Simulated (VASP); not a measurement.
```
CELL_PARAMETERS angstrom
      3.15829     0.00000     0.00000
      0.00000     3.15829     0.00000
      0.00000     0.00000     3.15829
ATOMIC_POSITIONS crystal
  In 0.50000 0.50000 0.50000
  Pd 0.00000 0.00000 0.00000
```

The numbers are results of LDA (Ceperley-Alder, Perdew-Zunger), VASP's LDA PAW potentials (set 64) (plane waves; VASP), not measurements. Run with 500 eV cut-off, 12×12×12 Γ-centred mesh, first-order Methfessel-Paxton smearing of 0.10 eV, potentials In_d Pd.

Energy and stress use the plane-wave basis of the starting cell.

### Question
The ions, cell shape and volume at an external pressure of 20.0 GPa are relaxed. Give the cell that the relaxation ends in.

### Answer

```
CELL_PARAMETERS angstrom
      3.11305     0.00000     0.00000
      0.00000     3.11305     0.00000
      0.00000     0.00000     3.11305
ATOMIC_POSITIONS crystal
  In 0.50000 0.50000 0.50000
  Pd 0.00000 0.00000 0.00000
```
Space group Pm-3m (221), at a tolerance of 0.03 Å.

### Question
How do energy and volume change from the first to the last step?

### Answer
The energy (σ→0) changes by +61.5 meV/atom and the volume by -4.2 %, in 4 ionic steps.

| step | E(σ→0) (eV) | max force (eV/Å) | pressure (GPa) | volume (Å³) |
|---|---|---|---|---|
| 1 | -10.7437 | 0.000 | 10.09 | 31.50 |
| 2 | -9.9948 | 0.000 | 52.11 | 27.26 |
| 3 | -10.6248 | 0.000 | 19.67 | 30.20 |
| 4 | -10.6206 | 0.000 | 19.82 | 30.17 |

The compound is PdIn in the CsCl type structure. This run relaxes it under an external pressure of 20 GPa. Symmetry was kept, so distortions that lower it aren't found. The electron count is odd and the run is not spin-polarised, which forces a metal.
